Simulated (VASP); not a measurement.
# Nb2SnSe (P-6m2) in VASP: density of states with PBE

Aim: the density of states of Nb2SnSe with PBE.

Program: VASP 6.6.1. These are calculated values, not measurements. Logs are shortened: lines on timing, memory, paths and dates and some standing lists are left out, and cuts for length are marked.

### Step 1. The crystal as given

It takes space group P-6m2 (No. 187, hexagonal). Conventional cell: a = 3.383 Å, b = 3.383 Å, c = 7.780 Å, α = 90.00°, β = 90.00°, γ = 120.00°. Nb (site symmetry 3m) is surrounded by 3 Se at 2.62 Å and 3 Sn at 2.90 Å. Around Sn (site symmetry -6m2) lie 6 Nb at 2.90 Å. Around Se (site symmetry -6m2) lie 6 Nb at 2.62 Å.

The cell was built by a generator and needn't be a form met in nature.

### Step 2. Density of states, PBE

POSCAR

```
Nb2SnSe                                 
1.0
    3.3831745951      0.0000000002      0.0000000000
   -1.6915872922      2.9299151470      0.0000000000
    0.0000000000      0.0000000000      7.7798229854
  Nb              Sn              Se            
     2     1     1
Direct
     0.6666666699999979    0.3333333300000021    0.7250744998604830
     0.6666666699999979    0.3333333300000021    0.2749255001395170
     0.0000000000000000    0.0000000000000000    0.0000000000000000
     0.3333333300000021    0.6666666699999979    0.5000000000000000
```

INCAR.step1

```
PREC = Accurate ; ENCUT = 520
EDIFF = 1E-6 ; ISMEAR = 0
SIGMA = 0.1 ; LREAL = False
LASPH = True ; NELM = 100
ALGO = Normal ; ISIF = 2
LWAVE = False ; LCHARG = True
LMAXMIX = 4 ; GGA = PE
NBANDS = 31 ; KPAR = 4
```

KPOINTS.step1

```
Automatic mesh
0
Gamma
  12 12 4
```

INCAR.step2

```
PREC = Accurate ; ENCUT = 520
EDIFF = 1E-6 ; ISMEAR = -5
SIGMA = 0.1 ; LREAL = False
LASPH = True ; NELM = 100
ALGO = Normal ; ISIF = 2
LWAVE = False ; LCHARG = False
LMAXMIX = 4 ; GGA = PE
LORBIT = 11 ; NBANDS = 31
KPAR = 4 ; NEDOS = 1001
ICHARG = 11
```

KPOINTS.step2

```
Automatic mesh
0
Gamma
  18 18 6
```

Potentials or basis: VASP PAW PBE potentials, release 64 (Nb_sv, Sn_d, Se).

Command:

```sh
> cat potpaw_PBE.64/Nb_sv/POTCAR potpaw_PBE.64/Sn_d/POTCAR potpaw_PBE.64/Se/POTCAR > POTCAR
> cp INCAR.step1 INCAR
> cp KPOINTS.step1 KPOINTS
> mpirun -np 4 vasp_std > vasp.out
> cp INCAR.step2 INCAR
> cp KPOINTS.step2 KPOINTS
> mpirun -np 4 vasp_std > vasp.out
```

OUTCAR:

```text
PREC = Accurate
   ENCUT = 520
   EDIFF = 1E-6
   ISMEAR = -5
   LREAL = False
   LASPH = True
   NELM = 100
   ISIF = 2
   GGA = PE
   LORBIT = 11
   ICHARG = 11

 ion  position               nearest neighbor table
   1  0.667  0.333  0.725-   4 2.62   4 2.62   4 2.62   3 2.90   3 2.90   3 2.90
   2  0.667  0.333  0.275-   4 2.62   4 2.62   4 2.62   3 2.90   3 2.90   3 2.90
   3  0.000  0.000  0.000-   1 2.90   2 2.90   1 2.90   2 2.90   1 2.90   2 2.90
   4  0.333  0.667  0.500-   1 2.62   2 2.62   1 2.62   2 2.62   1 2.62   2 2.62

  LATTYP: Found a hexagonal cell.
 ALAT       =     3.3831745951
 C/A-ratio  =     2.2995629598

  Lattice vectors:

 A1 = (   3.3831745951,   0.0000000002,   0.0000000000)
 A2 = (  -1.6915872922,   2.9299151470,   0.0000000000)
 A3 = (   0.0000000000,   0.0000000000,   7.7798229854)

Analysis of symmetry for initial positions (statically):
=====================================================================
 Subroutine PRICEL returns:
 Original cell was already a primitive cell.

 Routine SETGRP: Setting up the symmetry group for a
 hexagonal supercell.

 Subroutine GETGRP returns: Found 12 space group operations
 (whereof 12 operations were pure point group operations)
 out of a pool of 24 trial point group operations.

The static configuration has the point symmetry D_3h.

Analysis of symmetry for dynamics (positions and initial velocities):
=====================================================================
 Subroutine PRICEL returns:
 Original cell was already a primitive cell.

 Routine SETGRP: Setting up the symmetry group for a
 hexagonal supercell.

 Subroutine GETGRP returns: Found 12 space group operations
 (whereof 12 operations were pure point group operations)
 out of a pool of 24 trial point group operations.

The dynamic configuration has the point symmetry D_3h.

 Subroutine INISYM returns: Found 12 space group operations
 (whereof 12 operations are pure point group operations),
 and found     1 'primitive' translations

----------------------------------------------------------------------------------------

                                     Primitive cell

  volume of cell :      77.1168

  direct lattice vectors                    reciprocal lattice vectors
     3.383174595  0.000000000  0.000000000     0.295580370  0.170653406  0.000000000
    -1.691587292  2.929915147  0.000000000    -0.000000000  0.341306813  0.000000000
     0.000000000  0.000000000  7.779822985     0.000000000  0.000000000  0.128537629

  length of vectors
     3.383174595  3.383174594  7.779822985     0.341306813  0.341306813  0.128537629

  position of ions in fractional coordinates (direct lattice)
     0.666666670  0.333333330  0.725074500
     0.666666670  0.333333330  0.274925500
     0.000000000  0.000000000  0.000000000
     0.333333330  0.666666670  0.500000000

  ion indices of the primitive-cell ions
   primitive index   ion index
                 1           1
                 2           2
                 3           3
                 4           4

----------------------------------------------------------------------------------------

 KPOINTS: Automatic mesh

Automatic generation of k-mesh.
 Grid dimensions read from file:
 generate k-points for:   18   18    6

 Generating k-lattice:

  Cartesian coordinates                     Fractional coordinates (reciprocal lattice)
     0.016421132  0.009480745  0.000000000     0.055555556 -0.000000000  0.000000000
    -0.000000000  0.018961490  0.000000000     0.000000000  0.055555556  0.000000000
     0.000000000  0.000000000  0.021422938     0.000000000  0.000000000  0.166666667

  Length of vectors
     0.018961490  0.018961490  0.021422938

  Shift w.r.t. Gamma in fractional coordinates (k-lattice)
     0.000000000  0.000000000  0.000000000

 TETIRR: Found   1977 inequivalent tetrahedra from    11664

 Subroutine IBZKPT returns following result:
 ===========================================

 Found    148 irreducible k-points:

 Following reciprocal coordinates:
            Coordinates               Weight
  0.000000  0.000000  0.000000      1.000000
  0.055556  0.000000  0.000000      6.000000
  0.111111  0.000000  0.000000      6.000000
  0.166667  0.000000  0.000000      6.000000
  0.222222  0.000000  0.000000      6.000000
  0.277778 -0.000000  0.000000      6.000000
[... 16 lines left out ...]
  0.333333  0.111111  0.000000     12.000000
  0.388889  0.111111  0.000000     12.000000
 [... further k-points ...]
   k-points           NKPTS =    148   k-points in BZ     NKDIM =    148   number of bands    NBANDS=     31
   number of dos      NEDOS =   1001   number of ions     NIONS =      4
   total plane-waves  NPLWV =  47040
   dimension x,y,z NGX =    28 NGY =   28 NGZ =   60
   dimension x,y,z NGXF=    56 NGYF=   56 NGZF=  120
   ions per type =               2   1   1
   NGX,Y,Z   is equivalent  to a cutoff of  13.76, 13.76, 12.82 a.u.
   NGXF,Y,Z  is equivalent  to a cutoff of  27.52, 27.52, 25.64 a.u.
 SYSTEM =  unknown system
   PREC   = accura    normal or accurate (medium, high low for compatibility)
   ISTART =      0    job   : 0-new  1-cont  2-samecut
   ICHARG =     11    charge: 1-file 2-atom 10-const
   ISPIN  =      1    spin polarized calculation?
   LNONCOLLINEAR =      F non collinear calculations
   LSORBIT =      F    spin-orbit coupling
   LASPH  =      T    aspherical Exc in radial PAW
   ENCUT  =  520.0 eV  38.22 Ry    6.18 a.u.   6.29  6.29 14.47*2*pi/ulx,y,z
   NELM   =    100;   NELMIN=  2; NELMDL=  0     # of ELM steps
   EDIFF  = 0.1E-05   stopping-criterion for ELM
   LREAL  =      F    real-space projection
   EDIFFG = 0.1E-04   stopping-criterion for IOM
   NSW    =      0    number of steps for IOM
   IBRION =     -1    ionic relax: 0-MD 1-quasi-New 2-CG
   NFREE  =      0    steps in history (QN), initial steepest desc. (CG)
   ISIF   =      2    stress and relaxation
   ISYM   =      2    0-nonsym 1-usesym 2-fastsym
   POTIM  = 0.5000    time-step for ionic-motion
   TEBEG  =    0.0;   TEEND  =   0.0 temperature during run
   PSTRESS=    0.0 pullay stress
   NELECT =      46.0000    total number of electrons
   NUPDOWN=      -1.0000    fix difference up-down
   EMIN   =  10.00;   EMAX   =-10.00  energy-range for DOS
   EFERMI =   0.00;   METHOD = LEGACY
   ISMEAR =    -5;   SIGMA  =   0.10  broadening in eV -4-tet -1-fermi 0-gaus
   EFERMI_NEDOS =   21; number of points for ismear=-14 and -15
   IALGO  =     38    algorithm
   IMIX   =      4    mixing-type and parameters
     AMIX     =   0.40;   BMIX     =  1.00
     AMIX_MAG =   1.60;   BMIX_MAG =  1.00
  volume/ion in A,a.u.               =      19.28       130.10
  Fermi-wavevector in a.u.,A,eV,Ry     =   1.378090  2.604213 25.839277  1.899133
  Thomas-Fermi vector in A             =   2.503184
   LORBIT       =     11    0 simple, 1 ext, 2 COOP (PROOUT), +10 PAW based schemes
   GGA     = PE    functional components
   LHFCALC =     F    Hartree Fock is set to
   AEXX    =    0.0000 exact exchange contribution
   IVDW    =     0    specifies the selected vdW correction
   LEPSILON=     F    determine dielectric tensor
   LRPA    =     F    only Hartree local field effects (RPA)
 non-spin polarized calculation
 Fermi weights with tetrahedron method with Bloechl corrections
  energy-cutoff  :      520.00
  volume of cell :       77.12
 maximum number of plane-waves:      2105
 NGX is ok and might be reduce to    28

 number of electron      45.9999989 magnetization

 Free energy of the ion-electron system (eV)
  ---------------------------------------------------
  ext. energy  EPLUGINS =         0.00000000
  ---------------------------------------------------
  free energy    TOTEN  =       -28.97903449 eV

  energy without entropy =      -28.97903449  energy(sigma->0) =      -28.97903449

 E-fermi :  10.3977     XC(G=0): -11.7493

 val. band max:       10.4668781548   @ k =   0.3889   0.1667   0.0000
 cond. band min:      10.3518794033   @ k =   0.2222   0.2222   0.0000
 fundamental gap:     -0.1149987515
 Fermi energy:        10.3976546055

 k-point     1 :       0.0000    0.0000    0.0000
  band No.  band energies     occupation
      1     -44.8624      2.00000
      2     -44.8564      2.00000
      3     -21.1582      2.00000
      4     -21.0325      2.00000
      5     -20.7695      2.00000
      6     -20.7695      2.00000
[... 23 lines left out ...]
     30      13.9290      0.00000
     31      17.6356      0.00000

 k-point     2 :       0.0556    0.0000    0.0000
  band No.  band energies     occupation
      1     -44.8615      2.00000
      2     -44.8556      2.00000
      3     -21.1560      2.00000
      4     -21.0312      2.00000
      5     -20.7790      2.00000
      6     -20.7716      2.00000
[... 23 lines left out ...]
     30      14.2092      0.00000
     31      17.1193      0.00000

 k-point     3 :       0.1111    0.0000    0.0000
  band No.  band energies     occupation
      1     -44.8591      2.00000
      2     -44.8532      2.00000
      3     -21.1498      2.00000
      4     -21.0275      2.00000
      5     -20.8063      2.00000
      6     -20.7956      2.00000
[... 703 lines left out ...]
     30      14.8506      0.00000
     31      15.2552      0.00000

 k-point    24 :       0.3889    0.1111    0.0000
  band No.  band energies     occupation
      1     -44.8341      2.00000
      2     -44.8287      2.00000
      3     -21.0864      2.00000
      4     -21.0561      2.00000
      5     -21.0341      2.00000
      6     -20.9883      2.00000
[... 23 lines left out ...]
     30      15.0264      0.00000
     31      15.0432      0.00000

 [... further k-points ...]

------------------------ aborting loop because EDIFF is reached ----------------------------------------

  FORCE on cell =-STRESS in cart. coord.  units (eV):
  Direction    XX          YY          ZZ          XY          YZ          ZX
  --------------------------------------------------------------------------------------
  -------------------------------------------------------------------------------------
  Total       -0.0938018     -0.0938018      0.0141235     -0.0000000     -0.0000000      0.0000000
  in kB       -1.9488248     -1.9488248      0.2934285     -0.0000000     -0.0000000      0.0000000
  external PRESSURE =      -1.2014070 kB  Pullay stress =       0.0000000 kB

 VOLUME and BASIS-vectors are now :
 -----------------------------------------------------------------------------
  energy-cutoff  :      520.00
  volume of cell :       77.12
      direct lattice vectors                 reciprocal lattice vectors
     3.383174595  0.000000000  0.000000000     0.295580370  0.170653406  0.000000000
    -1.691587292  2.929915147  0.000000000    -0.000000000  0.341306813  0.000000000
     0.000000000  0.000000000  7.779822985     0.000000000  0.000000000  0.128537629

 POSITION                                       TOTAL-FORCE (eV/Angst)
 -----------------------------------------------------------------------------------
      1.69159      0.97664      5.64095        -0.000000      0.000000     -0.003538
      1.69159      0.97664      2.13887        -0.000000      0.000000      0.003538
      0.00000      0.00000      0.00000         0.000000     -0.000000      0.000000
     -0.00000      1.95328      3.88991         0.000000     -0.000000      0.000000
 -----------------------------------------------------------------------------------
    total drift:                               -0.004193      0.002421     -0.000000

  FREE ENERGIE OF THE ION-ELECTRON SYSTEM (eV)
  ---------------------------------------------------
  free  energy   TOTEN  =       -28.9790344862 eV

  energy  without entropy=      -28.9790344862  energy(sigma->0) =      -28.97903449

 total charge

# of ion       s       p       d       tot
------------------------------------------
    1        2.133   5.988   2.514  10.635
    2        2.133   5.988   2.514  10.635
    3        1.149   1.289  10.019  12.457
    4        1.428   2.415   0.126   3.970
--------------------------------------------------
tot          6.843  15.680  15.175  37.697
```

It took 50 s on 4 MPI ranks of Intel Xeon 6975P-C (Granite Rapids), shared host; peak memory 0.46 GiB.

Results:

- Valence electrons inside the program's atomic spheres: Nb 10.63; Sn 12.46; Se 3.97

States per cell in windows of 0.5 eV (zero at the Fermi level; states under -8 eV left out):
| from (eV) | total | Nb1_d | Nb2_d | Se4_p | Sn3_p | Sn3_s | Sn3_d |
| --- | --- | --- | --- | --- | --- | --- | --- |
| -8.0 | 0.34 | 0.01 | 0.01 | 0.01 | 0.01 | 0.15 | 0.00 |
| -7.5 | 0.48 | 0.02 | 0.02 | 0.08 | 0.01 | 0.13 | 0.00 |
| -7.0 | 1.10 | 0.05 | 0.05 | 0.24 | 0.01 | 0.23 | 0.00 |
| -6.5 | 0.76 | 0.03 | 0.03 | 0.23 | 0.01 | 0.05 | 0.00 |
| -6.0 | 1.68 | 0.11 | 0.11 | 0.60 | 0.02 | 0.03 | 0.00 |
| -5.5 | 0.72 | 0.05 | 0.05 | 0.26 | 0.01 | 0.02 | 0.00 |
| -5.0 | 0.46 | 0.04 | 0.04 | 0.16 | 0.01 | 0.01 | 0.00 |
| -4.5 | 0.94 | 0.08 | 0.08 | 0.28 | 0.08 | 0.01 | 0.00 |
| -4.0 | 1.13 | 0.10 | 0.10 | 0.25 | 0.15 | 0.02 | 0.00 |
| -3.5 | 1.38 | 0.15 | 0.15 | 0.21 | 0.20 | 0.02 | 0.01 |
| -3.0 | 1.52 | 0.20 | 0.20 | 0.03 | 0.31 | 0.01 | 0.01 |
| -2.5 | 1.34 | 0.25 | 0.25 | 0.02 | 0.17 | 0.01 | 0.02 |
| -2.0 | 1.33 | 0.30 | 0.30 | 0.02 | 0.10 | 0.00 | 0.02 |
| -1.5 | 1.41 | 0.37 | 0.37 | 0.02 | 0.04 | 0.00 | 0.02 |
| -1.0 | 1.06 | 0.29 | 0.29 | 0.01 | 0.04 | 0.00 | 0.01 |
| -0.5 | 1.84 | 0.53 | 0.53 | 0.03 | 0.12 | 0.01 | 0.02 |
| 0.0 | 1.43 | 0.44 | 0.44 | 0.04 | 0.06 | 0.01 | 0.02 |
| 0.5 | 1.51 | 0.49 | 0.49 | 0.04 | 0.05 | 0.01 | 0.02 |
| 1.0 | 1.97 | 0.64 | 0.64 | 0.05 | 0.06 | 0.01 | 0.03 |
| 1.5 | 1.72 | 0.54 | 0.54 | 0.06 | 0.06 | 0.03 | 0.02 |
| 2.0 | 1.86 | 0.61 | 0.61 | 0.09 | 0.06 | 0.02 | 0.01 |
| 2.5 | 2.00 | 0.63 | 0.63 | 0.12 | 0.10 | 0.03 | 0.02 |
| 3.0 | 1.63 | 0.44 | 0.44 | 0.10 | 0.10 | 0.07 | 0.03 |
| 3.5 | 0.93 | 0.21 | 0.21 | 0.05 | 0.07 | 0.04 | 0.02 |
| 4.0 | 1.17 | 0.24 | 0.24 | 0.07 | 0.09 | 0.05 | 0.03 |
| 4.5 | 1.10 | 0.18 | 0.18 | 0.05 | 0.10 | 0.03 | 0.04 |
| 5.0 | 0.49 | 0.05 | 0.05 | 0.02 | 0.09 | 0.01 | 0.02 |
| 5.5 | 0.26 | 0.02 | 0.02 | 0.01 | 0.07 | 0.01 | 0.01 |
| 6.0 | 0.06 | 0.00 | 0.00 | 0.00 | 0.02 | 0.00 | 0.00 |
| 6.5 | 0.03 | 0.00 | 0.00 | 0.00 | 0.01 | 0.00 | 0.00 |
| 7.0 | 0.00 | 0.00 | 0.00 | 0.00 | 0.00 | 0.00 | 0.00 |
| 7.5 | 0.00 | 0.00 | 0.00 | 0.00 | 0.00 | 0.00 | 0.00 |

Caveat: tetrahedron occupations give inexact forces and stress in metals.
